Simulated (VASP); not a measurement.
A convergence study with VASP on CoSi2 (fluorite): a few settings are varied, all else stays as given below, so the limit is that of these other settings. The cell's lengths are 1 % over those of the tabulated start and one atom is moved, so it is off equilibrium.

```
CELL_PARAMETERS angstrom
      0.00000     2.70680     2.70680
      2.70680     0.00000     2.70680
      2.70680     2.70680     0.00000
ATOMIC_POSITIONS crystal
  Co 0.00000 0.00000 0.00000
  Si 0.25000 0.25000 0.25000
  Si 0.73881 0.76119 0.76119
```

The numbers are results of LDA (Ceperley-Alder, Perdew-Zunger), VASP's LDA PAW potentials (set 64) (plane waves; VASP), not measurements. The last row used: 550 eV cut-off, 8×8×8 Γ-centred mesh, first-order Methfessel-Paxton smearing of 0.10 eV, potentials Co Si.

| setting | E (eV/atom) | pressure (GPa) | largest force (eV/Å) | electronic steps |
|---|---|---|---|---|
| ALGO = Normal, EDIFF = 1E-2 | -7.2622 | -16.53 | 0.395 | 10 |
| ALGO = Normal, EDIFF = 1E-3 | -7.2623 | -15.46 | 0.391 | 10 |
| ALGO = Normal, EDIFF = 1E-4 | -7.2623 | -12.75 | 0.393 | 11 |
| ALGO = Normal, EDIFF = 1E-5 | -7.2623 | -12.97 | 0.393 | 12 |
| ALGO = Normal, EDIFF = 1E-6 | -7.2623 | -13.15 | 0.393 | 14 |
| ALGO = Normal, EDIFF = 1E-7 | -7.2623 | -13.06 | 0.394 | 16 |
| ALGO = Normal, EDIFF = 1E-8 | -7.2623 | -13.06 | 0.393 | 16 |
| ALGO = Normal, EDIFF = 1E-9 | -7.2623 | -13.06 | 0.394 | 17 |
| ALGO = Fast, EDIFF = 1E-2 | -7.2622 | -20.28 | 0.386 | 10 |
| ALGO = Fast, EDIFF = 1E-3 | -7.2625 | -3.59 | 0.398 | 11 |
| ALGO = Fast, EDIFF = 1E-4 | -7.2623 | -14.78 | 0.392 | 14 |
| ALGO = Fast, EDIFF = 1E-5 | -7.2623 | -14.80 | 0.393 | 15 |
| ALGO = Fast, EDIFF = 1E-6 | -7.2623 | -13.50 | 0.393 | 18 |
| ALGO = Fast, EDIFF = 1E-7 | -7.2623 | -13.25 | 0.393 | 20 |
| ALGO = Fast, EDIFF = 1E-8 | -7.2623 | -13.06 | 0.394 | 24 |
| ALGO = Fast, EDIFF = 1E-9 | -7.2623 | -13.06 | 0.394 | 25 |
| ALGO = All, EDIFF = 1E-2 | -7.2611 | -13.94 | 0.408 | 11 |
| ALGO = All, EDIFF = 1E-3 | -7.2621 | -13.36 | 0.390 | 13 |
| ALGO = All, EDIFF = 1E-4 | -7.2623 | -13.15 | 0.395 | 15 |
| ALGO = All, EDIFF = 1E-5 | -7.2623 | -13.01 | 0.394 | 18 |
| ALGO = All, EDIFF = 1E-6 | -7.2623 | -13.05 | 0.393 | 20 |
| ALGO = All, EDIFF = 1E-7 | -7.2623 | -13.06 | 0.394 | 24 |
| ALGO = All, EDIFF = 1E-8 | -7.2623 | -13.06 | 0.393 | 25 |
| ALGO = All, EDIFF = 1E-9 | -7.2623 | -13.06 | 0.394 | 29 |

Left out are rungs that failed or repeat a setting and relaxations that didn't move; long series are thinned to 24 rows.

The compound is CoSi2 in the fluorite structure. The cell was not relaxed at this level, it is distorted from the ideal structure. The run is not spin-polarised, so no magnetic state was tried. The electron count is odd and the run is not spin-polarised, which forces a metal.
